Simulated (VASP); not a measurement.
# Mo (Im-3m) in VASP: settings compared, part 2 of 2

VASP 6.6.1.

**3. Relaxation of cell and atoms, LDA, target pressure 22 GPa, at which the enthalpy is minimised**

This run uses another cell than the first one, of 14.15 Å³/atom, 0.908 times its volume.

Input file INCAR:

```
PREC = Accurate ; ENCUT = 600
EDIFF = 1E-7 ; ISMEAR = 1
SIGMA = 0.1 ; LREAL = F
LASPH = T ; NELM = 80
ALGO = Normal ; ISIF = 3
LWAVE = F ; LCHARG = F
GGA = CA ; IBRION = 2
NSW = 90 ; EDIFFG = -0.005
PSTRESS = 220.0
```

Input file KPOINTS:

```
regular mesh
0
Gamma
  16 16 16
```

Input file POSCAR:

```
Mo                                      
1.0
   -1.5235723706      1.5235723706      1.5235723706
    1.5235723706     -1.5235723706      1.5235723706
    1.5235723706      1.5235723706     -1.5235723706
  Mo            
     1
Direct
     0.0000000000000000    0.0000000000000000    0.0000000000000000
```

Potentials or basis: VASP PAW LDA potentials, release 64 (Mo_sv).

Launch:

```sh
$ cat potpaw_LDA.64/Mo_sv/POTCAR > POTCAR
$ mpirun -np 1 vasp_std > vasp.out
```

It took 8.4 s on 1 thread of Intel Xeon 6975P-C (Granite Rapids), shared host; peak memory 0.15 GiB.

It converged, with:

| Property | Result |
| --- | --- |
| Free energy | -12.0724 eV |
| Pressure after relaxing | 22.0 GPa |
| Band gap on the k mesh | none (metal or under the smearing width) |

Final structure:
```
Mo
1.0
    -1.52357    1.52357    1.52357
     1.52357   -1.52357    1.52357
     1.52357    1.52357   -1.52357
Mo
1
Direct
  0.00000 0.00000 0.00000
```

Levels at points of the mesh, in eV from the Fermi level:
| k point | band 3 | band 4 | band 5 | band 6 | band 7 | band 8 | band 9 | band 10 | band 11 |
| --- | --- | --- | --- | --- | --- | --- | --- | --- | --- |
| (0.00, 0.00, 0.00) | -34.19 | -34.19 | -7.57 | -1.63 | -1.63 | -1.63 | 1.76 | 1.76 | 14.89 |
| (0.50, 0.00, 0.00) | -34.80 | -34.22 | -6.02 | -3.97 | 1.86 | 2.07 | 2.57 | 5.48 | 12.09 |
| (0.50, 0.50, 0.50) | -35.51 | -35.51 | -6.34 | -6.34 | 4.56 | 4.56 | 4.56 | 9.82 | 9.82 |

Caveat: the relaxation stopped at its first step, so nothing moved; the cell is relaxed towards a set pressure, so the enthalpy falls and the energy may rise.

**4. Relaxation of cell and atoms, PBEsol**

Input file INCAR:

```
ALGO = Normal
EDIFF = 1E-6
EDIFFG = -0.01
ENCUT = 600
GGA = PS
IBRION = 2
ISIF = 3
ISMEAR = 1
LASPH = True
LCHARG = False
LREAL = False
LWAVE = False
NELM = 80
NSW = 90
PREC = Accurate
SIGMA = 0.1
```

Input file KPOINTS:

```
k-points
0
Gamma
  16 16 16
```

Input file POSCAR:

```
Mo
1.0
   -1.5734150000      1.5734150000      1.5734150000
    1.5734150000     -1.5734150000      1.5734150000
    1.5734150000      1.5734150000     -1.5734150000
Mo
1
Direct
    0.0000000000      0.0000000000      0.0000000000
```

Potentials or basis: VASP PAW PBE potentials, release 64 (Mo_sv).

Launch:

```sh
$ cat potpaw_PBE.64/Mo_sv/POTCAR > POTCAR
$ mpirun -np 1 vasp_std > vasp.out
```

It took 38 s on 1 thread of Intel Xeon Platinum 8175M at 2.50GHz (Skylake/Cascade Lake), shared host; peak memory 0.17 GiB.

The run converged. Its results:

| Property | Result |
| --- | --- |
| Free energy | -11.7836 eV |
| Relaxed volume | 15.35 Å³/atom |
| Relaxed cell | a = 2.711 Å, b = 2.711 Å, c = 2.711 Å, α = 109.47°, β = 109.47°, γ = 109.47° |
| Space group after relaxing (to 0.05 Å) | Im-3m (No. 229) |
| Energy gained by relaxing | 3.2 meV/atom |
| Ionic steps | 3 |
| Pressure after relaxing | -0.1 GPa |
| Band gap on the k mesh | none (metal or under the smearing width) |

The path:
```
step  energy change (eV)  largest force (eV/Å)  pressure (GPa)  volume (Å³)
   1              0.0000                0.0000           -4.22        15.58
   2              0.0245                0.0000           13.81        14.67
   3             -0.0032                0.0000           -0.06        15.35
```

Final structure:
```
Mo
1.0
    -1.56547    1.56547    1.56547
     1.56547   -1.56547    1.56547
     1.56547    1.56547   -1.56547
Mo
1
Cartesian
  0.0000 0.0000 0.0000
```

Levels at points of the mesh, in eV from the Fermi level:
| k point | band 5 | band 6 | band 7 | band 8 | band 9 | band 10 |
| --- | --- | --- | --- | --- | --- | --- |
| (0.00, 0.00, 0.00) | -7.36 | -1.41 | -1.41 | -1.41 | 1.67 | 1.67 |
| (0.50, 0.00, 0.00) | -5.47 | -3.51 | 1.67 | 1.72 | 2.36 | 4.91 |
| (0.50, 0.50, 0.50) | -5.62 | -5.62 | 4.11 | 4.11 | 4.11 | 9.16 |

Caveat: the PAW data sets were made with another functional, which shifts forces and pressure a little.

**5. Relaxation of cell and atoms, PBEsol**

This run uses another cell than the first one, of 15.35 Å³/atom, 0.985 times its volume.

INCAR: that of step 4 with these lines changed.

```diff
@@ -1,4 +1,4 @@
 ALGO = Normal
-EDIFF = 1E-6
-EDIFFG = -0.01
+EDIFF = 1E-7
+EDIFFG = -0.005
 ENCUT = 600
```

KPOINTS is that of step 4.

Input file POSCAR:

```
Mo                                      
1.0
   -1.5654746322      1.5654746322      1.5654746322
    1.5654746322     -1.5654746322      1.5654746322
    1.5654746322      1.5654746322     -1.5654746322
  Mo            
     1
Direct
     0.0000000000000000    0.0000000000000000    0.0000000000000000
```

Potentials or basis: VASP PAW PBE potentials, release 64 (Mo_sv).

Launch:

```sh
$ cat potpaw_PBE.64/Mo_sv/POTCAR > POTCAR
$ mpirun -np 1 vasp_std > vasp.out
```

OUTCAR:

```text
EDIFF = 1E-7
   EDIFFG = -0.005
   ENCUT = 600
   GGA = PS
   IBRION = 2
   ISIF = 3
   ISMEAR = 1
   LASPH = True
   LREAL = False
   NELM = 80
   NSW = 90
   PREC = Accurate

 ion  position               nearest neighbor table
   1  0.000  0.000  0.000-

  LATTYP: Found a body centered cubic cell.
 ALAT       =     3.1309492644

  Lattice vectors:

 A1 = (  -1.5654746322,   1.5654746322,   1.5654746322)
 A2 = (   1.5654746322,  -1.5654746322,   1.5654746322)
 A3 = (   1.5654746322,   1.5654746322,  -1.5654746322)

Analysis of symmetry for initial positions (statically):
=====================================================================
 Subroutine PRICEL returns:
 Original cell was already a primitive cell.

 Routine SETGRP: Setting up the symmetry group for a
[... 260 lines left out ...]
      2     -21.6641      2.00000
      3     -21.6641      2.00000
      4     -21.6641      2.00000
      5       5.4217      2.00000
      6      11.3699      2.00000
      7      11.3699      2.00000
      8      11.3699      2.00000
      9      14.4528     -0.00000
     10      14.4528     -0.00000
     11      27.6031      0.00000
[... 309 lines left out ...]
 k-point    24 :       0.2500    0.1875    0.0000
  band No.  band energies     occupation
      1     -48.1666      2.00000
      2     -22.8385      2.00000
      3     -22.1503      2.00000
      4     -21.7941      2.00000
      5       8.4943      2.00000
      6       9.7687      2.00000
      7      10.9320      2.00000
      8      13.8766     -0.00000
      9      15.2516      0.00000
     10      17.5366      0.00000
     11      26.1537      0.00000

 [... further k-points ...]

------------------------ aborting loop because EDIFF is reached ----------------------------------------

  FORCE on cell =-STRESS in cart. coord.  units (eV):
  Direction    XX          YY          ZZ          XY          YZ          ZX
  --------------------------------------------------------------------------------------
  -------------------------------------------------------------------------------------
  Total        0.0000672      0.0000672      0.0000672      0.0000000     -0.0000000      0.0000000
  in kB        0.0070209      0.0070209      0.0070209      0.0000000     -0.0000000      0.0000000
  external PRESSURE =       0.0070209 kB  Pullay stress =       0.0000000 kB
[... 16 lines left out ...]
  FREE ENERGIE OF THE ION-ELECTRON SYSTEM (eV)
  ---------------------------------------------------
  free  energy   TOTEN  =       -11.7833643257 eV

  energy  without entropy=      -11.7838913863  energy(sigma->0) =      -11.78354001

 reached required accuracy - stopping structural energy minimisation
```

CONTCAR:

```text
Mo
   1.00000000000000
    -1.5653291280762724    1.5653291280762724    1.5653291280762724
     1.5653291280762724   -1.5653291280762724    1.5653291280762724
     1.5653291280762724    1.5653291280762724   -1.5653291280762724
  Mo
     1
Direct
     0.0000000000000000    0.0000000000000000    0.0000000000000000

  0.00000000E+00  0.00000000E+00  0.00000000E+00
```

It took 34 s on 1 thread of Intel Xeon Platinum 8175M at 2.50GHz (Skylake/Cascade Lake), shared host; peak memory 0.17 GiB.

Results:

```
Free energy                            : -11.7834 eV
Relaxed volume                         : 15.34 Å³/atom
Relaxed cell                           : a = 2.711 Å, b = 2.711 Å, c = 2.711 Å, α = 109.47°, β = 109.47°, γ = 109.47°
Space group after relaxing (to 0.05 Å) : Im-3m (No. 229)
Energy gained by relaxing              : 0.0 meV/atom
Ionic steps                            : 3
Pressure after relaxing                : 0.0 GPa
Band gap on the k mesh                 : none (metal or under the smearing width)
```

Final structure:
```
CELL_PARAMETERS angstrom
-1.56533 1.56533 1.56533
1.56533 -1.56533 1.56533
1.56533 1.56533 -1.56533
ATOMIC_POSITIONS crystal
Mo 0.00000 0.00000 0.00000
```

Caveat: the PAW data sets were made with another functional, which shifts forces and pressure a little.
